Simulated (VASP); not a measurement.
OSZICAR of a VASP run on Os (hcp):

### OSZICAR
```
       N       E                     dE             d eps       ncg     rms          rms(c)
DAV:   1     0.109213126161E+03    0.10921E+03   -0.75943E+03  3240   0.126E+03
DAV:   2    -0.775256376170E+01   -0.11697E+03   -0.10590E+03  3452   0.391E+02
DAV:   3    -0.154242133099E+02   -0.76716E+01   -0.69640E+01  4012   0.798E+01
DAV:   4    -0.156421068673E+02   -0.21789E+00   -0.21657E+00  3420   0.144E+01
DAV:   5    -0.156450697960E+02   -0.29629E-02   -0.29612E-02  3836   0.134E+00    0.198E+01
DAV:   6    -0.146476353784E+02    0.99743E+00   -0.12623E+00  3544   0.117E+01    0.819E+00
DAV:   7    -0.144142941906E+02    0.23334E+00   -0.63828E-01  4136   0.799E+00    0.538E-01
DAV:   8    -0.144097590398E+02    0.45352E-02   -0.50894E-03  3312   0.553E-01    0.192E-01
DAV:   9    -0.144089221371E+02    0.83690E-03   -0.19430E-03  3508   0.421E-01    0.316E-02
DAV:  10    -0.144089941055E+02   -0.71968E-04   -0.76826E-05  3676   0.868E-02    0.126E-02
DAV:  11    -0.144089734900E+02    0.20616E-04   -0.66558E-06  3512   0.313E-02    0.280E-03
DAV:  12    -0.144089735915E+02   -0.10150E-06   -0.93390E-08  1984   0.358E-03    0.608E-04
DAV:  13    -0.144089739302E+02   -0.33875E-06   -0.28867E-08  1692   0.233E-03    0.574E-04
DAV:  14    -0.144089738712E+02    0.59095E-07   -0.35346E-09  1696   0.779E-04
   1 F= -.14408974E+02 E0= -.14408820E+02  d E =-.144090E+02
       N       E                     dE             d eps       ncg     rms          rms(c)
DAV:   1    -0.144115296426E+02   -0.25557E-02   -0.24400E-01  3280   0.433E+00    0.256E-01
DAV:   2    -0.144094929209E+02    0.20367E-02   -0.23309E-03  4028   0.644E-01    0.130E-01
DAV:   3    -0.144088410213E+02    0.65190E-03   -0.11136E-03  3624   0.282E-01    0.255E-02
DAV:   4    -0.144088403235E+02    0.69778E-06   -0.76750E-05  3360   0.117E-01    0.123E-02
DAV:   5    -0.144088371382E+02    0.31854E-05   -0.14379E-06  3908   0.124E-02    0.278E-03
DAV:   6    -0.144088369425E+02    0.19567E-06   -0.10425E-07  1920   0.379E-03    0.712E-04
DAV:   7    -0.144088369305E+02    0.12035E-07   -0.20664E-08  1668   0.205E-03
   2 F= -.14408837E+02 E0= -.14408535E+02  d E =0.136941E-03
       N       E                     dE             d eps       ncg     rms          rms(c)
DAV:   1    -0.144101975593E+02   -0.13606E-02   -0.70180E-02  3280   0.233E+00    0.137E-01
DAV:   2    -0.144096108316E+02    0.58673E-03   -0.66492E-04  4024   0.343E-01    0.694E-02
DAV:   3    -0.144094313146E+02    0.17952E-03   -0.31971E-04  3624   0.151E-01    0.135E-02
DAV:   4    -0.144094320362E+02   -0.72164E-06   -0.21999E-05  3336   0.629E-02    0.671E-03
DAV:   5    -0.144094323806E+02   -0.34432E-06   -0.41465E-07  3648   0.669E-03    0.151E-03
DAV:   6    -0.144094324233E+02   -0.42729E-07   -0.32003E-08  1680   0.214E-03
   3 F= -.14409432E+02 E0= -.14409232E+02  d E =-.458552E-03
```

Question: Which electronic solver shows in the log?

Answer: It is blocked Davidson (ALGO = Normal, or the opening steps of other solvers). The INCAR had ALGO = Normal.

Question: Can the final energy be trusted as converged?

Answer: The calculation finished and met its thresholds. It stopped with EDIFF = 1E-7, NELM = 100, NSW = 30 and EDIFFG = -0.01 after 3 ionic steps (vdW-DF2, plane waves, VASP's PBE PAW potentials (set 64)).

The compound is Os in the hcp structure. This run relaxes it. Symmetry was kept, so distortions that lower it aren't found.
